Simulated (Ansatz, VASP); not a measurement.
**YAl2N3 in VASP and in Ansatz**

```
CELL_PARAMETERS angstrom
-2.58914 2.58914 3.35401
2.58914 -2.58914 3.35401
2.58914 2.58914 -3.35401
ATOMIC_POSITIONS crystal
Y 0.50000 0.50000 0.00000
Al 0.50000 0.00000 0.50000
Al 0.00000 0.50000 0.50000
N 0.75000 0.25000 0.50000
N 0.25000 0.75000 0.50000
N 0.00000 0.00000 0.00000
```

Alike in both runs: task single point; functional PBE; k mesh 6 × 6 × 6; occupations gaussian, width 0.1 eV; collinear spin.

```csv
,VASP,Ansatz
version,VASP 6.6.1,Ansatz 0.2.0
potentials or method,"VASP PAW PBE potentials, release 64 (Y_sv, Al, N)","scalar-relativistic, plane waves, PAW"
plane-wave cutoff (eV),520,420
valence electrons in the cell,32,32
```

|  | VASP | Ansatz | Ansatz less VASP |
| --- | --- | --- | --- |
| gap on the k mesh at the Fermi level (eV) | none | none | - |
| pressure (GPa) | 9.9 | 9.8 | -0.12 |
| largest component of the traceless stress (GPa) | 8.20 | 7.85 | -0.351 |
| net moment per atom (μB) | 0.03 | 0.03 | 0.000 |
| size of the moment on the site where the two differ most (μB) | 0.32 | 0.42 | +0.103 |

Site moments also hang on the region over which each program counts them. A gap of «none» marks a metal or a gap that the smearing closes. Ansatz warned: «seeded_moment_not_kept».
